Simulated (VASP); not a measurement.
Given:

```xyz
2
Lattice="0.0000 2.2487 2.2487 2.2487 0.0000 2.2487 2.2487 2.2487 0.0000" Properties=species:S:1:pos:R:3 pbc="T T T"
Ga     0.0000     0.0000     0.0000
N      1.1244     1.1244     1.1244
```

Calculation: SCAN meta-GGA, VASP's PBE PAW potentials (set 64) (plane waves; VASP 6.6.1). Run with 520 eV cut-off, 11×11×11 Γ-centred mesh, tetrahedra with Blöchl corrections, potentials Ga_d N.

**Question.** Give the energies of bands 7 to 10 at the high-symmetry points, in eV from the valence-band maximum.

**Answer.** 
| band | Γ | X | U | L | W |
|---|---|---|---|---|---|
| 7 | 0.00 | -6.25 | -5.98 | -7.20 | -5.81 |
| 8 | 0.00 | -2.81 | -4.37 | -1.01 | -3.81 |
| 9 | 0.00 | -2.81 | -2.25 | -1.01 | -3.73 |
| 10 | 2.06 | 3.75 | 5.45 | 5.12 | 6.72 |

The gap is direct, 2.06 eV, from the valence maximum at Γ to the conduction minimum at Γ.

The compound is GaN in the zinc blende structure, a metastable form; wurtzite is the usual one. It was relaxed first.
